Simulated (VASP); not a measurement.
TlRu:

```
CELL_PARAMETERS angstrom
4.24901 0.00000 0.00000
2.12451 3.67975 0.00000
2.12451 1.22658 3.46931
ATOMIC_POSITIONS crystal
Tl 0.00000 0.00000 0.00000
Ru 0.75000 0.75000 0.75000
```

The cell was built by a generator and needn't be a form met in nature.

| Item | Value |
| --- | --- |
| Program | VASP 6.6.1 |
| Task | relaxation of cell and atoms |
| Functional | LDA |
| Potentials or basis | VASP PAW LDA potentials, release 64 (Tl_d, Ru_pv) |
| Cutoff | 700 eV |
| k mesh | 8 × 8 × 8 |
| Occupations | methfessel-paxton, width 0.1 eV |
| Spin | no spin polarisation |

At the start: pressure -2.3 GPa; volume 27.12 Å³/atom.

Problem. How do energy, volume and symmetry change on relaxing?

Solution. Over 4 steps the energy falls by 5.7 meV/atom and the volume is 26.32 Å³/atom (-3.0 %); space group F-43m (No. 216, to 0.05 Å).

The path:
| step | energy change (eV) | largest force (eV/Å) | pressure (GPa) | volume (Å³) |
| --- | --- | --- | --- | --- |
| 1 | 0.0000 | 0.0000 | -2.26 | 54.24 |
| 2 | -0.0054 | 0.0000 | -1.68 | 53.80 |
| 3 | -0.0113 | 0.0000 | 0.09 | 52.58 |
| 4 | -0.0114 | 0.0000 | 0.00 | 52.63 |

Final structure:
```yaml
crystal:
  lattice:
    - [4.20655, 0.00000, 0.00000]
    - [2.10328, 3.64298, 0.00000]
    - [2.10328, 1.21433, 3.43464]
  atoms:
    - { symbol: Tl, position: [0.00000, 0.00000, 0.00000] }
    - { symbol: Ru, position: [0.75000, 0.75000, 0.75000] }
```
